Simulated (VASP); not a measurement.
# Pd (relaxed from the simple-cubic structure, space group Pm-3m): computed properties

Level of theory: r2SCAN meta-GGA, VASP's PBE PAW potentials (set 64) (plane waves; VASP).

| Item | Result |
|---|---|
| space group | Pm-3m (221) |
| cell | a = b = c = 2.5869 Å, α = β = γ = 90.00° |
| volume per atom | 17.31 Å³/atom |
| band gap (over mesh and band path) | none (metal, semimetal or under 0.01 eV) |
| band gap with spin-orbit coupling | none (metallic) |
| density | 10.21 g/cm³ |

```xyz
1
Lattice="2.5869 0.0000 0.0000 0.0000 2.5869 0.0000 0.0000 0.0000 2.5869" Properties=species:S:1:pos:R:3 pbc="T T T"
Pd     0.0000     0.0000     0.0000
```

The structure was generated: Pd was put into the simple-cubic type (Pm-3m), which need not be its known phase. It was relaxed first, which changed the volume by +5 %. Symmetry was kept, so distortions that lower it aren't found.
